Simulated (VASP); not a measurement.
A VASP calculation is set up with these files.

**INCAR**
```
ISIF  =  4   # ions and shape, fixed volume
EDIFFG  =  -0.01
EDIFF  =  1E-7
LREAL  =  .FALSE.
LCHARG  =  .FALSE.
ISMEAR  =  0
ENCUT  =  520
ALGO  =  Normal
SYSTEM  =  CdSe
LASPH  =  .TRUE.
LMAXMIX  =  4
SIGMA  =  0.05   # width (eV)
IBRION  =  2   # conjugate gradients
NSW  =  30
PREC  =  Accurate
LWAVE  =  .FALSE.
NELM  =  100
```

KPOINTS:
```
Automatic mesh
0
Gamma
7 7 4
0 0 0
```

**POSCAR**
```
CdSe
1
    2.1729810650    -3.7637133739     0.0000000000
    2.1729810650     3.7637133739     0.0000000000
    0.0000000000     0.0000000000     7.0879640042
Cd Se
2 2
Direct
  0.6666670000   0.3333330000   0.5000118906
  0.3333330000   0.6666670000   0.0000118906
  0.6666670000   0.3333330000   0.8759881094
  0.3333330000   0.6666670000   0.3759881094
```

POTCAR, in this order: Cd Se (LDA.64 set). Program: vasp_std.

Task: Write an equivalent input for Quantum ESPRESSO's pw.x.

Result: One equivalent input (not run):
```
&CONTROL
  calculation = 'vc-relax'
  pseudo_dir = './pseudo'
  outdir = './out'
  tprnfor = .true.
  tstress = .true.
  nstep = 30
  forc_conv_thr = 0.00039
/
&SYSTEM
  ibrav = 0
  nat = 4
  ntyp = 2
  ecutwfc = 102
  occupations = 'smearing'
  smearing = 'gaussian'
  degauss = 0.003675
  input_dft = 'pz'
/
&ELECTRONS
  conv_thr = 7.3e-09
  electron_maxstep = 100
/
&IONS
/
&CELL
  cell_dofree = 'shape'
/
ATOMIC_SPECIES
  Cd 112.414 Cd.upf
  Se 78.971 Se.upf
CELL_PARAMETERS angstrom
     2.1729811   -3.7637134    0.0000000
     2.1729811    3.7637134    0.0000000
     0.0000000    0.0000000    7.0879640
ATOMIC_POSITIONS crystal
  Cd   0.6666670  0.3333330  0.5000119
  Cd   0.3333330  0.6666670  0.0000119
  Se   0.6666670  0.3333330  0.8759881
  Se   0.3333330  0.6666670  0.3759881
K_POINTS automatic
  7 7 4 0 0 0
```
Limits of the translation: the potentials are each code's own (VASP's PAW set, PseudoDojo norm-conserving files in pw.x), so ENCUT and ecutwfc are chosen apart and not converted; conv_thr bounds pw.x's estimated SCF error, while EDIFF bounds the energy change between steps; forc_conv_thr acts on force components and is met together with etot_conv_thr.

The compound is CdSe in the wurtzite structure. This cell is one point of a volume scan, at 1.06 of the reference volume.
